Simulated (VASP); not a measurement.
# Lattice of ZnAu across functionals and dispersion corrections

Aim: relax ZnAu at several levels and hold each cell against experiment. The levels: PBE, LDA, r2SCAN and PBE + D3(BJ). The start is a cell from a database of measured crystal structures.

Calculated with VASP 6.6.1; PBE; plane waves and PAW (Zn, Au), in the first sound run; inputs show where later runs differ.

### Step 1. Set-up

Before any relaxation, the start is as follows. The structure is cubic, space group Pm-3m (No. 221). Conventional cell: a = 3.140 Å, b = 3.140 Å, c = 3.140 Å, α = 90.00°, β = 90.00°, γ = 90.00°. Nearest to Zn lie 8 Au at 2.72 Å. Nearest to Au lie 8 Zn at 2.72 Å. Farther neighbours are not listed.

Structure file:

```cif
data_structure
_symmetry_space_group_name_H-M 'Pm-3m'
_symmetry_Int_Tables_number 221
_cell_length_a 3.1400
_cell_length_b 3.1400
_cell_length_c 3.1400
_cell_angle_alpha 90.000
_cell_angle_beta 90.000
_cell_angle_gamma 90.000
_cell_volume 30.96
loop_
_atom_site_label
_atom_site_type_symbol
_atom_site_symmetry_multiplicity
_atom_site_Wyckoff_symbol
_atom_site_fract_x
_atom_site_fract_y
_atom_site_fract_z
_atom_site_occupancy
Zn1 Zn 1 b 0.50000 0.50000 0.50000 1
Au1 Au 1 a 0.00000 0.00000 0.00000 1
```

### Step 2. Relaxation with PBE

The start need not lie at this functional's minimum. ISIF = 3 frees volume, shape and positions, and EDIFFG sets the threshold on forces and stress at which the search stops. PBE, the usual starting point, adds the gradient of the density.

File INCAR:

```
SYSTEM = ZnAu
PREC = Accurate
ENCUT = 520
EDIFF = 1E-06
NELM = 100
ISMEAR = -1
SIGMA = 0.05
LREAL = .FALSE.
ALGO = Normal
GGA = PE
NBANDS = 17
LASPH = .TRUE.
LORBIT = 11
LWAVE = .FALSE.
LCHARG = .FALSE.
KPAR = 2
IBRION = 2
NSW = 60
ISIF = 3
EDIFFG = -0.01
```

File POSCAR:

```
ZnAu
1.0
    3.1400000000      0.0000000000      0.0000000000
    0.0000000000      3.1400000000      0.0000000000
    0.0000000000      0.0000000000      3.1400000000
Zn Au
1 1
Direct
    0.5000000000      0.5000000000      0.5000000000
    0.0000000000      0.0000000000      0.0000000000
```

File KPOINTS:

```
Automatic mesh
0
Gamma
7 7 7
0 0 0
```

PAW data sets: Zn and Au (PBE family, release 64).

Command:

```sh
> mpirun -np 2 vasp_std
```

What it wrote:

```text
[banner, memory and clock lines left out]
running    2 mpi-ranks, on    1 nodes
 distrk:  each k-point on    1 cores,    2 groups
 distr:  one band on    1 cores,    1 groups

 POSCAR found type information on POSCAR ZnAu
 POSCAR found :  2 types and       2 ions
 LDA part: xc-table for (Slater+PW92), standard interpolation
 POSCAR, INCAR and KPOINTS ok, starting setup
 FFT: planning ... GRIDC
 FFT: planning ... GRID_SOFT
 FFT: planning ... GRID
 WAVECAR not read
 entering main loop
       N       E                     dE             d eps       ncg     rms          rms(c)
DAV:   1     0.125872945651E+03    0.12587E+03   -0.11571E+04   704   0.174E+03
DAV:   2    -0.576565357577E+00   -0.12645E+03   -0.12143E+03   704   0.317E+02
DAV:   3    -0.516354361387E+01   -0.45870E+01   -0.45650E+01   736   0.680E+01
DAV:   4    -0.519851873597E+01   -0.34975E-01   -0.34967E-01   814   0.519E+00
DAV:   5    -0.519886828356E+01   -0.34955E-03   -0.34954E-03   722   0.532E-01    0.867E+00
DAV:   6    -0.477176513149E+01    0.42710E+00   -0.12804E+00   726   0.128E+01    0.548E+00
DAV:   7    -0.474548652720E+01    0.26279E-01   -0.34261E-02   882   0.387E+00    0.289E+00
DAV:   8    -0.473732054058E+01    0.81660E-02   -0.96187E-03   736   0.105E+00    0.145E-01
DAV:   9    -0.473733193714E+01   -0.11397E-04   -0.31615E-04   787   0.261E-01    0.725E-02
DAV:  10    -0.473734322881E+01   -0.11292E-04   -0.38601E-05   806   0.759E-02    0.190E-02
DAV:  11    -0.473734407618E+01   -0.84737E-06   -0.43194E-06   701   0.385E-02
   1 F= -.47373441E+01 E0= -.47337936E+01  d E =-.473734E+01
 curvature:   0.00 expect dE= 0.000E+00 dE for cont linesearch  0.000E+00
 trial: gam= 0.00000 g(F)=  0.000E+00 g(S)=  0.843E-01 ort = 0.000E+00 (trialstep = 0.100E+01)
 search vector abs. value=  0.843E-01
 bond charge predicted
       N       E                     dE             d eps       ncg     rms          rms(c)
DAV:   1    -0.645098234435E+01   -0.17136E+01   -0.23878E+01   709   0.888E+01    0.909E+00
DAV:   2    -0.489212704524E+01    0.15589E+01   -0.41375E+00   716   0.318E+01    0.355E+00
DAV:   3    -0.478207605093E+01    0.11005E+00   -0.18771E-01   795   0.544E+00    0.242E+00
DAV:   4    -0.474728900210E+01    0.34787E-01   -0.32428E-02   923   0.304E+00    0.303E-01
DAV:   5    -0.474547076567E+01    0.18182E-02   -0.54968E-03   715   0.804E-01    0.635E-02
DAV:   6    -0.474550354325E+01   -0.32778E-04   -0.36501E-04   698   0.164E-01    0.340E-02
DAV:   7    -0.474550352992E+01    0.13326E-07   -0.64193E-05   922   0.121E-01    0.379E-03
DAV:   8    -0.474550432654E+01   -0.79662E-06   -0.40889E-06   667   0.276E-02
   2 F= -.47455043E+01 E0= -.47421992E+01  d E =-.816025E-02
 trial-energy change:   -0.008160  1 .order   -0.011277   -0.084343    0.061790
 step:   0.5454(harm=  0.5772)  dis= 0.00000  next Energy=    -4.759841 (dE=-0.225E-01)
 bond charge predicted
       N       E                     dE             d eps       ncg     rms          rms(c)
DAV:   1    -0.513422835661E+01   -0.38872E+00   -0.48417E+00   720   0.358E+01    0.408E+00
DAV:   2    -0.478483844654E+01    0.34939E+00   -0.10607E+00   764   0.239E+01    0.128E+00
DAV:   3    -0.476710899438E+01    0.17729E-01   -0.41630E-02   690   0.239E+00    0.854E-01
DAV:   4    -0.476156518833E+01    0.55438E-02   -0.22448E-03   999   0.162E+00    0.384E-01
DAV:   5    -0.475978828377E+01    0.17769E-02   -0.12343E-03   818   0.538E-01    0.355E-02
DAV:   6    -0.475979150742E+01   -0.32236E-05   -0.15591E-04   719   0.154E-01    0.139E-02
DAV:   7    -0.475979255906E+01   -0.10516E-05   -0.32903E-06   725   0.574E-02    0.306E-03
DAV:   8    -0.475979250368E+01    0.55371E-07   -0.12965E-06   392   0.126E-02
   3 F= -.47597925E+01 E0= -.47563810E+01  d E =-.224484E-01
 curvature:  -0.29 expect dE=-0.293E-06 dE for cont linesearch -0.293E-06
 trial: gam= 0.00000 g(F)=  0.774E-65 g(S)=  0.102E-05 ort =-0.293E-03 (trialstep = 0.909E+00)
 search vector abs. value=  0.102E-05
 reached required accuracy - stopping structural energy minimisation
```

Run time: 24 s. Hardware: 2 MPI ranks of AMD EPYC 7R43, shared host; peak memory 0.23 GiB; 44 s of CPU time.

Lines that name or quote the potential files are left out of all logs, and their timing lines are given in words.

OUTCAR, selected parts (step 2):

```text
ion  position               nearest neighbor table
   1  0.500  0.500  0.500-   2 2.72   2 2.72   2 2.72   2 2.72   2 2.72   2 2.72   2 2.72   2 2.72

  LATTYP: Found a simple cubic cell.
 ALAT       =     3.1400000000

 Subroutine GETGRP returns: Found 48 space group operations
 (whereof 48 operations were pure point group operations)

The static configuration has the point symmetry O_h .

 Found     20 irreducible k-points:

   k-points           NKPTS =     20   k-points in BZ     NKDIM =     20   number of bands    NBANDS=     17

   dimension x,y,z NGX =    24 NGY =   24 NGZ =   24
   dimension x,y,z NGXF=    48 NGYF=   48 NGZF=   48

   ENCUT  =  520.0 eV  38.22 Ry    6.18 a.u.   5.84  5.84  5.84*2*pi/ulx,y,z

   NELECT =      23.0000    total number of electrons

 k-points in reciprocal lattice and weights: Automatic mesh
   0.00000000  0.00000000  0.00000000       0.003
   0.14285714  0.00000000  0.00000000       0.017
   0.28571429  0.00000000  0.00000000       0.017
   0.42857143  0.00000000  0.00000000       0.017
   0.14285714  0.14285714  0.00000000       0.035
   0.28571429  0.14285714  0.00000000       0.070
   0.42857143  0.14285714  0.00000000       0.070
   0.28571429  0.28571429  0.00000000       0.035
   0.42857143  0.28571429  0.00000000       0.070
[...]
0.42857143  0.42857143  0.28571429       0.070
   0.42857143  0.42857143  0.42857143       0.023

 average (electrostatic) potential at core
       1 -33.1907       2 -67.5619

 E-fermi :   6.8198

 k-point     1 :       0.0000    0.0000    0.0000
  band No.  band energies     occupation
    ...
      7       1.3600      2.00000
      8       1.3600      2.00000
      9       2.9713      2.00000
     10       2.9713      2.00000
     11       2.9713      2.00000
     12      11.6095      0.00000
     13      11.6095      0.00000
     14      11.6095      0.00000
     15      15.0728      0.00000
     16      18.5416      0.00000
    ...

 k-point     2 :       0.1429    0.0000    0.0000
  band No.  band energies     occupation
    ...
      7       1.3128      2.00000
      8       1.4543      2.00000
      9       2.7366      2.00000
     10       2.7366      2.00000
     11       2.9468      2.00000
     12       9.4094      0.00000
     13      12.2425      0.00000
     14      12.2425      0.00000
     15      16.1608      0.00000
     16      18.2328      0.00000
    ...

 k-point     3 :       0.2857    0.0000    0.0000
  band No.  band energies     occupation
    ...
      8       1.6338      2.00000
      9       2.2659      2.00000
     10       2.2659      2.00000
     11       2.8900      2.00000
     12       6.4647      1.99836
     13      13.9081      0.00000
     14      13.9081      0.00000
     15      16.7769      0.00000
     16      17.5757      0.00000
     17      21.8369      0.00000

  Total       -0.0037568     -0.0037568     -0.0037568      0.0000000      0.0000000     -0.0000000
  in kB       -0.1863634     -0.1863634     -0.1863634      0.0000000      0.0000000     -0.0000000
  external PRESSURE =      -0.1863634 kB  Pullay stress =       0.0000000 kB

  energy-cutoff  :      520.00
  volume of cell :       32.30
      direct lattice vectors                 reciprocal lattice vectors
     3.184600897  0.000000000 -0.000000000     0.314011090 -0.000000000 -0.000000000
     0.000000000  3.184600897  0.000000000    -0.000000000  0.314011090 -0.000000000
     0.000000000  0.000000000  3.184600897     0.000000000 -0.000000000  0.314011090

 POSITION                                       TOTAL-FORCE (eV/Angst)
 -----------------------------------------------------------------------------------
      1.59230      1.59230      1.59230         0.000000      0.000000      0.000000
      0.00000      0.00000      0.00000        -0.000000     -0.000000      0.000000
 -----------------------------------------------------------------------------------
    total drift:                                0.000000      0.000000     -0.000000

  FREE ENERGIE OF THE ION-ELECTRON SYSTEM (eV)
  ---------------------------------------------------
  free  energy   TOTEN  =        -4.7597925037 eV

  energy  without entropy=       -4.7529695304  energy(sigma->0) =       -4.75638102

 reached required accuracy - stopping structural energy minimisation

 total charge
# of ion       s       p       d       tot
------------------------------------------
    1        0.514   0.422   9.766  10.701
    2        0.609   0.372   8.707   9.687
--------------------------------------------------
tot          1.122   0.794  18.473  20.388

[... 3 further parts left out ...]
```

This run has no spin polarisation. Its electron count is odd, so without a moment it is a metal by construction. The k-mesh is coarse for a metal. The run keeps the 48 symmetry operations of its start, so it cannot find a distortion of lower symmetry.

Relaxation path:

```
step  energy less that of the first step (eV)  largest force (eV/Å)  pressure (GPa)  volume (Å³)
   1                                   0.0000                0.0000            5.59        30.96
   2                                  -0.0082                0.0000           -3.79        33.44
   3                                  -0.0224                0.0000           -0.02        32.30
```

| conventional cell, symmetrised | before | after | change |
| --- | --- | --- | --- |
| a (Å) | 3.140 | 3.185 | +1.4 % |
| b (Å) | 3.140 | 3.185 | +1.4 % |
| c (Å) | 3.140 | 3.185 | +1.4 % |
| volume (Å³/atom) | 15.48 | 16.15 | +4.3 % |

The relaxed structure:

```
Zn Au
1.0
     3.18460    0.00000    0.00000
     0.00000    3.18460    0.00000
     0.00000    0.00000    3.18460
Zn Au
1 1
Direct
  0.50000 0.50000 0.50000
  0.00000 0.00000 0.00000
```

This step gave:

* electrons: 23
* bands: 17
* irreducible k-points: 20
* symmetry operations: 48
* free energy (TOTEN): -4.760 eV
* energy at zero smearing: -4.756 eV
* Fermi energy: 6.820 eV
* pressure: -0.01864 GPa
* metallic: yes
* SCF cycles over all ionic steps: 27

It ends with forces that vanish by symmetry and a pressure of -0.02 GPa. The volume lies +4.3 % from that of the database's start. The conventional cell has a = 3.185 Å.

### Step 3. Relaxation with LDA

This step: LDA; plane waves and PAW (Zn, Au) (VASP 6.6.1).

LDA, the lowest rung, knows the local density alone.

Edit INCAR of step 2 so:

```diff
@@ -9,3 +9,3 @@
 ALGO = Normal
-GGA = PE
+GGA = CA
 NBANDS = 17
```

POSCAR is that of step 2.

KPOINTS is that of step 2.

Command:

```sh
> mpirun -np 2 vasp_std
```

What it wrote:

```text
[banner, memory and clock lines left out]
running    2 mpi-ranks, on    1 nodes
 distrk:  each k-point on    1 cores,    2 groups
 distr:  one band on    1 cores,    1 groups

 POSCAR found type information on POSCAR ZnAu
 POSCAR found :  2 types and       2 ions
|                                                                             |
|               ----> ADVICE to this user running VASP <----                  |
|                                                                             |
|     You enforced a specific xc type in the INCAR file but a different       |
|     [... a line on the potential file left out ...]
|     I HOPE YOU KNOW WHAT YOU ARE DOING!                                     |
|                                                                             |

 LDA part: xc-table for (Slater(with rela. corr.)+CA(PZ))
 , standard interpolation
 POSCAR, INCAR and KPOINTS ok, starting setup
 FFT: planning ... GRIDC
 FFT: planning ... GRID_SOFT
 FFT: planning ... GRID
 WAVECAR not read
 entering main loop
       N       E                     dE             d eps       ncg     rms          rms(c)
DAV:   1     0.123654613905E+03    0.12365E+03   -0.11541E+04   704   0.174E+03
DAV:   2    -0.281615592556E+01   -0.12647E+03   -0.12160E+03   712   0.316E+02
DAV:   3    -0.751409512885E+01   -0.46979E+01   -0.46741E+01   737   0.688E+01
DAV:   4    -0.755040885469E+01   -0.36314E-01   -0.36305E-01   797   0.527E+00
DAV:   5    -0.755077056723E+01   -0.36171E-03   -0.36171E-03   716   0.542E-01    0.916E+00
DAV:   6    -0.685117977240E+01    0.69959E+00   -0.22589E+00   734   0.175E+01    0.514E+00
DAV:   7    -0.681931655864E+01    0.31863E-01   -0.43869E-02   936   0.401E+00    0.282E+00
DAV:   8    -0.680690217551E+01    0.12414E-01   -0.10640E-02   745   0.112E+00    0.135E-01
DAV:   9    -0.680691033777E+01   -0.81623E-05   -0.47432E-04   803   0.301E-01    0.649E-02
DAV:  10    -0.680690749369E+01    0.28441E-05   -0.46873E-05   857   0.811E-02    0.195E-02
DAV:  11    -0.680690646242E+01    0.10313E-05   -0.57731E-06   706   0.463E-02    0.463E-03
DAV:  12    -0.680690645540E+01    0.70177E-08   -0.97276E-08   355   0.881E-03
   1 F= -.68069065E+01 E0= -.68032160E+01  d E =-.680691E+01
 curvature:   0.00 expect dE= 0.000E+00 dE for cont linesearch  0.000E+00
 trial: gam= 0.00000 g(F)=  0.000E+00 g(S)=  0.831E-01 ort = 0.000E+00 (trialstep = 0.100E+01)
 search vector abs. value=  0.831E-01
 bond charge predicted
       N       E                     dE             d eps       ncg     rms          rms(c)
DAV:   1    -0.871027892701E+01   -0.19034E+01   -0.23679E+01   744   0.823E+01    0.945E+00
DAV:   2    -0.694350118447E+01    0.17668E+01   -0.52284E+00   771   0.647E+01    0.267E+00
DAV:   3    -0.684235792759E+01    0.10114E+00   -0.39684E-01   816   0.123E+01    0.180E+00
DAV:   4    -0.682094315629E+01    0.21415E-01   -0.15230E-02  1011   0.427E+00    0.117E+00
DAV:   5    -0.680211969666E+01    0.18823E-01   -0.11957E-02   904   0.376E+00    0.105E-01
DAV:   6    -0.680217881355E+01   -0.59117E-04   -0.25142E-03   769   0.739E-01    0.377E-02
DAV:   7    -0.680219806659E+01   -0.19253E-04   -0.63889E-05   822   0.116E-01    0.117E-02
DAV:   8    -0.680219688641E+01    0.11802E-05   -0.65752E-06   716   0.309E-02    0.186E-03
DAV:   9    -0.680219692451E+01   -0.38096E-07   -0.88307E-08   351   0.589E-03
   2 F= -.68021969E+01 E0= -.67983485E+01  d E =0.470953E-02
[...]
3 F= -.68276769E+01 E0= -.68238891E+01  d E =-.207705E-01
[...]
4 F= -.68276665E+01 E0= -.68238760E+01  d E =-.207601E-01
 curvature:  -0.21 expect dE=-0.858E-05 dE for cont linesearch -0.858E-05
 ZBRENT: accuracy reached
 trial: gam= 0.00000 g(F)=  0.127E-65 g(S)=  0.412E-04 ort =-0.185E-02 (trialstep = 0.900E+00)
 search vector abs. value=  0.412E-04
 bond charge predicted
       N       E                     dE             d eps       ncg     rms          rms(c)
DAV:   1    -0.682839173638E+01   -0.72523E-03   -0.94048E-03   720   0.175E+00    0.175E-01
DAV:   2    -0.682773054510E+01    0.66119E-03   -0.18635E-03   772   0.990E-01    0.625E-02
DAV:   3    -0.682768784341E+01    0.42702E-04   -0.75209E-05   691   0.897E-02    0.391E-02
DAV:   4    -0.682767544158E+01    0.12402E-04   -0.53084E-06   838   0.791E-02    0.154E-02
DAV:   5    -0.682767265215E+01    0.27894E-05   -0.25968E-06   615   0.190E-02    0.117E-03
DAV:   6    -0.682767266072E+01   -0.85697E-08   -0.26135E-07   343   0.729E-03
   5 F= -.68276727E+01 E0= -.68238855E+01  d E =-.614586E-05
 trial-energy change:   -0.000006  1 .order   -0.000006   -0.000037    0.000025
 step:   0.5403(harm=  0.5403)  dis= 0.00000  next Energy=    -6.827678 (dE=-0.111E-04)
 reached required accuracy - stopping structural energy minimisation
```

It took 30 s on 2 MPI ranks; peak memory 0.21 GiB.

From OUTCAR (step 3):

```text
The static configuration has the point symmetry O_h .

 Found     20 irreducible k-points:

   NELECT =      23.0000    total number of electrons

 E-fermi :   7.5363

 k-point     1 :       0.0000    0.0000    0.0000
  band No.  band energies     occupation
    ...
      7       1.7054      2.00000
      8       1.7054      2.00000
      9       3.5066      2.00000
     10       3.5066      2.00000
     11       3.5066      2.00000
     12      12.2907      0.00000
     13      12.2907      0.00000
     14      12.2907      0.00000
     15      16.5875      0.00000
     16      19.8591      0.00000
    ...

 k-point     2 :       0.1429    0.0000    0.0000
  band No.  band energies     occupation
    ...
      7       1.6358      2.00000
      8       1.8023      2.00000
      9       3.2211      2.00000
     10       3.2211      2.00000
     11       3.4729      2.00000
     12      10.1124      0.00000
     13      12.9962      0.00000
     14      12.9962      0.00000
     15      17.6318      0.00000
     16      19.4282      0.00000
    ...

  Total       -0.0158960     -0.0158960     -0.0158960     -0.0000000     -0.0000000      0.0000000
  in kB       -0.8540649     -0.8540649     -0.8540649     -0.0000000     -0.0000000      0.0000000
  external PRESSURE =      -0.8540649 kB  Pullay stress =       0.0000000 kB

  energy-cutoff  :      520.00
  volume of cell :       29.82
      direct lattice vectors                 reciprocal lattice vectors
     3.101006685  0.000000000  0.000000000     0.322475925  0.000000000 -0.000000000
    -0.000000000  3.101006685 -0.000000000    -0.000000000  0.322475925  0.000000000
     0.000000000 -0.000000000  3.101006685    -0.000000000  0.000000000  0.322475925

 POSITION                                       TOTAL-FORCE (eV/Angst)
 -----------------------------------------------------------------------------------
      1.55050      1.55050      1.55050         0.000000     -0.000000      0.000000
      0.00000      0.00000      0.00000        -0.000000      0.000000      0.000000
 -----------------------------------------------------------------------------------
    total drift:                                0.000000      0.000000     -0.000000

  FREE ENERGIE OF THE ION-ELECTRON SYSTEM (eV)
  ---------------------------------------------------
  free  energy   TOTEN  =        -6.8276726607 eV

  energy  without entropy=       -6.8200982661  energy(sigma->0) =       -6.82388546

 total charge
# of ion       s       p       d       tot
------------------------------------------
    1        0.542   0.496   9.786  10.825
    2        0.626   0.427   8.707   9.760
--------------------------------------------------
tot          1.168   0.924  18.493  20.585

[... 8 parts as in an earlier step ...]

[... 5 further parts left out ...]
```

CONTCAR:

```
ZnAu
   1.00000000000000
     3.1010066849936093    0.0000000000000000    0.0000000000000000
    -0.0000000000000000    3.1010066849936093   -0.0000000000000000
     0.0000000000000000   -0.0000000000000000    3.1010066849936093
  Zn              Au
     1     1
Direct
     0.5000000000000000    0.5000000000000000    0.5000000000000000
     0.0000000000000000    0.0000000000000000    0.0000000000000000
```

The PAW data sets were made with PBE, though LDA sets exist; this is a small mismatch.

The steps of the relaxation:

| step | energy less that of the first step (eV) | largest force (eV/Å) | pressure (GPa) | volume (Å³) |
| --- | --- | --- | --- | --- |
| 1 | 0.0000 | 0.0000 | -5.54 | 30.96 |
| 2 | 0.0047 | 0.0000 | 7.20 | 28.62 |
| 3 | -0.0208 | 0.0000 | -0.22 | 29.81 |
| 4 | -0.0208 | 0.0000 | 0.13 | 29.77 |
| 5 | -0.0208 | 0.0000 | -0.09 | 29.82 |

```csv
"conventional cell, symmetrised",before,after,change
a (Å),3.140,3.101,-1.2 %
b (Å),3.140,3.101,-1.2 %
c (Å),3.140,3.101,-1.2 %
volume (Å³/atom),15.48,14.91,-3.7 %
```

The relaxed structure:

```xyz
2
Lattice="3.1010 0.0000 0.0000 0.0000 3.1010 0.0000 0.0000 0.0000 3.1010" Properties=species:S:1:pos:R:3 pbc="T T T"
Zn    1.5505    1.5505    1.5505
Au    0.0000    0.0000    0.0000
```

This step gave:

* free energy (TOTEN): -6.828 eV
* energy at zero smearing: -6.824 eV
* Fermi energy: 7.536 eV
* pressure: -0.08541 GPa
* SCF cycles over all ionic steps: 40

It ends at 14.91 Å³/atom, -3.7 % from the start, with -0.09 GPa left. The conventional cell has a = 3.101 Å.

(Part 1 of 2 ends here.)

[Lines on the potential files, build, host, timing and source positions are cut from VASP's logs without a mark.]

[Logs are printed without paths, hosts, clocks, repeated set-up lines and the standing remarks that a program may print on its own settings, such as how far it seeks lower states.]

[Hosts, paths, dates, database ids (printed as entryN), source tags and the programs' standing remarks are cut or masked in the printed files.]

[A measured line is paired with the nearest computed mode of its activity, which favours agreement.]
